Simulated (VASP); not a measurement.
Calculation: r2SCAN meta-GGA, VASP's PBE PAW potentials (set 64) (plane waves; VASP).

The input files of a VASP run:

INCAR:
```
SYSTEM = HfC
PREC = Accurate
ENCUT = 520
EDIFF = 1E-7
NELM = 100
ALGO = Normal
LREAL = .FALSE.
LASPH = .TRUE.
ISMEAR = -5
METAGGA = R2SCAN
LMIXTAU = .TRUE.
LMAXMIX = 6
LWAVE = .FALSE.
LCHARG = .FALSE.
LORBIT = 11
NEDOS = 601
ISIF = 2
```

File KPOINTS_OPT:
```
k-points along high-symmetry lines
10
Line-mode
Reciprocal
  0.000000   0.000000   0.000000 ! GAMMA
  0.500000   0.000000   0.500000 ! X

  0.500000   0.000000   0.500000 ! X
  0.625000   0.250000   0.625000 ! U

  0.375000   0.375000   0.750000 ! K
  0.000000   0.000000   0.000000 ! GAMMA

  0.000000   0.000000   0.000000 ! GAMMA
  0.500000   0.500000   0.500000 ! L

  0.500000   0.500000   0.500000 ! L
  0.500000   0.250000   0.750000 ! W

  0.500000   0.250000   0.750000 ! W
  0.500000   0.000000   0.500000 ! X
```

POSCAR:
```
HfC
1
    0.0000000000     2.3172620169     2.3172620169
    2.3172620169    -0.0000000000     2.3172620169
    2.3172620169     2.3172620169     0.0000000000
Hf C
1 1
Direct
  0.0000000000   0.0000000000   0.0000000000
  0.5000000000   0.5000000000   0.5000000000
```

### KPOINTS
```
K-points
0
G
15 15 15
0 0 0
```

POTCAR, in this order: Hf_pv C (PBE.64 set). Program: vasp_std.

Output

**OSZICAR**
```
       N       E                     dE             d eps       ncg     rms          rms(c)
DAV:   1    -0.125902963654E+02   -0.12590E+02   -0.80892E+03  2640   0.126E+03
DAV:   2    -0.615009535516E+02   -0.48911E+02   -0.47006E+02  3522   0.225E+02
DAV:   3    -0.631824502195E+02   -0.16815E+01   -0.16711E+01  3422   0.328E+01
DAV:   4    -0.631963012120E+02   -0.13851E-01   -0.13894E-01  3210   0.316E+00
DAV:   5    -0.631964982763E+02   -0.19706E-03   -0.19861E-03  3526   0.300E-01    0.636E+01
DAV:   6    -0.568283960954E+02    0.63681E+01   -0.13582E+01  2979   0.239E+01    0.405E+01
DAV:   7    -0.579452024765E+02   -0.11168E+01   -0.60397E-01  2874   0.796E+00    0.220E+01
DAV:   8    -0.566371569521E+02    0.13080E+01   -0.54047E-01  2976   0.734E+00    0.526E+00
DAV:   9    -0.571343982867E+02   -0.49724E+00   -0.58271E-01  2916   0.735E+00    0.177E+00
DAV:  10    -0.573487175690E+02   -0.21432E+00   -0.88653E-02  2877   0.311E+00    0.122E+00
DAV:  11    -0.573369628843E+02    0.11755E-01   -0.11027E-02  3134   0.966E-01    0.974E-01
DAV:  12    -0.573344197489E+02    0.25431E-02   -0.12473E-03  2947   0.338E-01    0.249E-01
DAV:  13    -0.573411091101E+02   -0.66894E-02   -0.35698E-03  2963   0.549E-01    0.172E-01
DAV:  14    -0.573420236877E+02   -0.91458E-03   -0.11902E-03  3371   0.331E-01    0.175E-01
DAV:  15    -0.573420205167E+02    0.31710E-05   -0.84656E-06  3271   0.314E-02    0.189E-01
DAV:  16    -0.573420145743E+02    0.59424E-05   -0.11955E-05  2990   0.271E-02    0.166E-01
DAV:  17    -0.573420429307E+02   -0.28356E-04   -0.38443E-05  2960   0.672E-02    0.242E-02
DAV:  18    -0.573420396908E+02    0.32399E-05   -0.10172E-05  2903   0.284E-02    0.168E-02
DAV:  19    -0.573420423550E+02   -0.26642E-05   -0.15112E-06  2769   0.133E-02    0.147E-02
DAV:  20    -0.573420418129E+02    0.54218E-06   -0.83346E-07  2718   0.784E-03    0.517E-03
DAV:  21    -0.573420420056E+02   -0.19278E-06   -0.72145E-08  1431   0.321E-03    0.153E-03
DAV:  22    -0.573420416892E+02    0.31644E-06   -0.13917E-08  1374   0.160E-03    0.642E-04
DAV:  23    -0.573420418681E+02   -0.17893E-06   -0.19409E-08  1368   0.191E-03    0.607E-04
DAV:  24    -0.573420417905E+02    0.77592E-07   -0.85863E-10  1359   0.510E-04
   1 F= -.57342042E+02 E0= -.57342042E+02  d E =0.000000E+00
       N       E                     dE             ncg
```

### OUTCAR
```
------------------------ aborting loop because EDIFF is reached ----------------------------------------
  FORCE on cell =-STRESS in cart. coord.  units (eV):
  Direction    XX          YY          ZZ          XY          YZ          ZX
  --------------------------------------------------------------------------------------
  Total       -0.0146376     -0.0146376     -0.0146376     -0.0000000     -0.0000000      0.0000000
  in kB       -0.9423753     -0.9423753     -0.9423753     -0.0000000     -0.0000000      0.0000000
  external PRESSURE =      -0.9423753 kB  Pullay stress =       0.0000000 kB
  volume of cell :       24.89
      direct lattice vectors                 reciprocal lattice vectors
     0.000000000  2.317262017  2.317262017    -0.215771888  0.215771888  0.215771888
     2.317262017  0.000000000  2.317262017     0.215771888 -0.215771888  0.215771888
     2.317262017  2.317262017  0.000000000     0.215771888  0.215771888 -0.215771888
 POSITION                                       TOTAL-FORCE (eV/Angst)
 -----------------------------------------------------------------------------------
      0.00000      0.00000      0.00000         0.000000     -0.000000     -0.000000
      2.31726      2.31726      2.31726        -0.000000      0.000000      0.000000
 -----------------------------------------------------------------------------------
    total drift:                                0.000000     -0.000000     -0.000000
  FREE ENERGIE OF THE ION-ELECTRON SYSTEM (eV)
  ---------------------------------------------------
  free  energy   TOTEN  =       -57.3420417905 eV

  energy  without entropy=      -57.3420417905  energy(sigma->0) =      -57.34204179

 total charge

# of ion       s       p       d       tot
------------------------------------------
    1        0.319   6.645   1.648   8.613
    2        0.885   1.530   0.000   2.415
--------------------------------------------------
tot          1.204   8.175   1.648  11.027
```
(Selected blocks of OUTCAR.)

For a metal the tetrahedron method with Blöchl corrections gives inexact stress and forces.

The compound is HfC in the rock salt structure. It was relaxed first.
